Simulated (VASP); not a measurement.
Input:

```yaml
crystal:
  lattice:
    - [0.00000, 1.81187, 1.81187]
    - [1.81187, 0.00000, 1.81187]
    - [1.81187, 1.81187, 0.00000]
  atoms:
    - { symbol: Rh, position: [0.00000, 0.00000, 0.00000] }
```

The numbers are results of PBEsol GGA, VASP's PBE PAW potentials (set 64) (plane waves; VASP), not measurements. Settings: 480 eV cut-off, 16×16×16 Γ-centred mesh, first-order Methfessel-Paxton smearing of 0.10 eV, potentials Rh_pv.

Question: Estimate the energy per atom (σ→0), pressure, band gap (on the k-mesh) with the smallest direct gap where there is one.

Answer: 
```json
{
  "band gap (on the k-mesh)": "none (metal, semimetal or under 0.01 eV)",
  "energy per atom (σ→0)": "-7908 meV/atom",
  "pressure": "51.59 GPa"
}
```

Only differences to runs with the same potentials and settings are physical.

The compound is Rh in the fcc structure. This cell was strained or had an atom moved on purpose.
